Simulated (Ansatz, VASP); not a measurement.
# Two plane-wave programs on ZnCo

File INCAR:

```
PREC = Accurate
ENCUT = 520
EDIFF = 1E-7
ISMEAR = -1
SIGMA = 0.1
LREAL = F
LASPH = T
NELM = 150
ALGO = Normal
ISIF = 2
LWAVE = F
LCHARG = F
ISPIN = 2
MAGMOM = 0 2
LORBIT = 11
LMAXMIX = 4
NBANDS = 22
```

KPOINTS

```
regular mesh
0
Gamma
  13 13 7
```

POSCAR

```
ZnCo
1.0
    2.6072238118      0.0000000000      0.0000000000
   -1.3036119059      2.2579220543      0.0000000000
    0.0000000000      0.0000000000      4.1716830000
Zn Co
1 1
Direct
    0.6666666667      0.3333333333      0.0000000000
    0.0000000000      0.0000000000      0.5000000000
```

Input for Ansatz:

```yaml
crystal:
  lattice:
    - [2.6072238118, 0.0, 0.0]
    - [-1.3036119059, 2.2579220543, 0.0]
    - [0.0, 0.0, 4.171683]
  atoms:
    - { symbol: Zn, position: [0.6666666667, 0.3333333333, 0.0] }
    - { symbol: Co, position: [0.0, 0.0, 0.5], spin: 2.0 }
magnetization:
  spin_polarized: true
kpoints:
  mp_grid: { grid: [13, 13, 7] }
scf:
  occupations: { method: fermi_dirac, width: 0.1 }
  lower_state_search: "off"
hamiltonian:
  xc: lda
  pseudopotentials: { kind: paw }
output:
  forces: true
  stress: true
  eigenvalues: true
```

Alike in both runs: task single point; functional LDA; k mesh 13 × 13 × 7; occupations fermi-dirac, width 0.1 eV; collinear spin.

```csv
,VASP,Ansatz
version,VASP 6.6.1,Ansatz 0.2.0
potentials or method,"VASP PAW LDA potentials, release 64 (Zn, Co)","PAW with Ansatz's default frozen-core files, scalar-relativistic"
plane-wave cutoff (eV),520,420
valence electrons in the cell,21,29
```

Ansatz gave:

* pressure (GPa): -14.5
* largest component of the traceless stress (GPa): 0.43
* net moment per atom (μB): 0.60
* size of the moment on the site where the two differ most (μB): 1.28

Question: What did VASP give for the same quantities?

Answer: Pressure (GPa): -14.2; largest component of the traceless stress (GPa): 0.65; net moment per atom (μB): 0.56; size of the moment on the site where the two differ most (μB): 1.18.

Site moments also hang on the region over which each program counts them. The two sets of potentials don't hold the same shells in valence.
